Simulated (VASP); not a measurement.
Au (fcc) is relaxed at rising pressure, each step from the one before. Symmetry mostly holds the structure type, and other phases were not tried. The mesh follows the cell, and a change of mesh leaves a small step in the series.

Here is the system:

```
CELL_PARAMETERS angstrom
      0.00000     2.02487     2.02487
      2.02487     0.00000     2.02487
      2.02487     2.02487     0.00000
ATOMIC_POSITIONS crystal
  Au 0.00000 0.00000 0.00000
```

These are LDA (Ceperley-Alder, Perdew-Zunger), VASP's LDA PAW potentials (set 64) (plane waves; VASP 6.6.1) values and carry that method's errors. Numerical set-up: 500 eV cut-off, 15×15×15 Γ-centred mesh, first-order Methfessel-Paxton smearing of 0.10 eV, potentials Au.

Unless said otherwise, spin-orbit coupling is left out, though it shifts the bands of the heavy elements here.

```
P (GPa)  V (Å³/atom)  H − H(0) (eV/atom)  space group  gap on the mesh (eV)    k-mesh
-------  -----------  ------------------  -----------  --------------------  --------
0              16.60               0.000        Fm-3m                  0.00  15×15×15
5              16.23               0.513        Fm-3m                  0.00  16×16×16
10               [?]                 [?]        Fm-3m                  0.00  16×16×16
20               [?]                 [?]        Fm-3m                  0.00  16×16×16
30             14.87               2.930        Fm-3m                  0.00  16×16×16
45             14.29               4.295        Fm-3m                  0.00  16×16×16
```

### Question
What belongs in the gaps?

### Answer

- 20, V (Å³/atom): 15.33
- 20, H − H(0) (eV/atom): 1.988
- 10, V (Å³/atom): 15.90
- 10, H − H(0) (eV/atom): 1.014

Pressures at which the relaxation failed are left out.

The compound is Au in the fcc structure.
